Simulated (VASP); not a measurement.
Here is the system:

```xyz
1
Lattice="3.0922 0.0000 0.0000 0.0000 3.0922 0.0000 0.0000 0.0000 3.0922" Properties=species:S:1:pos:R:3 pbc="T T T"
Br     0.0000     0.0000     0.0000
```

All values below come from PBEsol GGA, VASP's PBE PAW potentials (set 64) (plane waves; VASP). Run with 400 eV cut-off, 8×8×8 Γ-centred mesh, Gaussian smearing of 0.050 eV, potentials Br.

Energy and stress use the plane-wave basis of the starting cell.

### Question
The ions, cell shape and volume are relaxed. Give the cell that the relaxation ends in.

### Answer

```xyz
1
Lattice="3.0193 0.0000 0.0000 0.0000 3.0193 0.0000 0.0000 0.0000 3.0193" Properties=species:S:1:pos:R:3 pbc="T T T"
Br     0.0000     0.0000     0.0000
```
Space group Pm-3m (221), at a tolerance of 0.03 Å.

### Question
How do energy and volume change from the first to the last step?

### Answer
The energy (σ→0) changes by -16.1 meV/atom and the volume by -6.9 %, in 3 ionic steps.

The structure was generated: Br was put into the simple-cubic type (Pm-3m), which need not be its known phase. This run relaxes it. Symmetry was kept, so distortions that lower it aren't found.
